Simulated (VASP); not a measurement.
OSZICAR of a VASP run on PbO (relaxed from the CsCl type structure, space group Pm-3m):

OSZICAR:
```
       N       E                     dE             d eps       ncg     rms          rms(c)
DAV:   1     0.172517102878E+03    0.17252E+03   -0.10777E+04   988   0.178E+03
DAV:   2     0.181893575540E+01   -0.17070E+03   -0.16557E+03  1034   0.411E+02
DAV:   3    -0.121450326908E+02   -0.13964E+02   -0.13884E+02  1244   0.123E+02
DAV:   4    -0.124115533969E+02   -0.26652E+00   -0.26641E+00  1040   0.182E+01
DAV:   5    -0.124199848369E+02   -0.84314E-02   -0.84307E-02  1334   0.326E+00    0.763E+00
DAV:   6    -0.108205407280E+02    0.15994E+01   -0.12497E+01  1338   0.326E+01    0.472E+00
DAV:   7    -0.105542902798E+02    0.26625E+00   -0.16500E+00  1116   0.120E+01    0.143E+00
DAV:   8    -0.105401276266E+02    0.14163E-01   -0.36159E-01  1102   0.669E+00    0.946E-01
DAV:   9    -0.105261828930E+02    0.13945E-01   -0.34937E-02  1118   0.236E+00    0.119E-01
DAV:  10    -0.105264807212E+02   -0.29783E-03   -0.27085E-03  1206   0.632E-01    0.109E-01
DAV:  11    -0.105263392470E+02    0.14147E-03   -0.14762E-03  1010   0.421E-01    0.646E-02
DAV:  12    -0.105262870827E+02    0.52164E-04   -0.15695E-04  1016   0.121E-01    0.205E-03
DAV:  13    -0.105262872093E+02   -0.12655E-06   -0.20512E-06  1314   0.147E-02    0.251E-03
DAV:  14    -0.105262869854E+02    0.22383E-06   -0.62573E-07  1026   0.636E-03    0.831E-04
DAV:  15    -0.105262869788E+02    0.66884E-08   -0.61810E-08   556   0.375E-03
   1 F= -.10526287E+02 E0= -.10526287E+02  d E =0.000000E+00
```

Which electronic solver shows in the log?

It is blocked Davidson (ALGO = Normal, or the opening steps of other solvers). The INCAR had ALGO = Normal.

Can the final energy be trusted as converged?

The run converged. It stopped with EDIFF = 1E-7, NELM = 100 (PBEsol GGA, plane waves, VASP's PBE PAW potentials (set 64)).

The structure was generated: PbO was put into the CsCl type type (Pm-3m), which need not be its known phase. It was relaxed first, which changed the volume by +50 %.
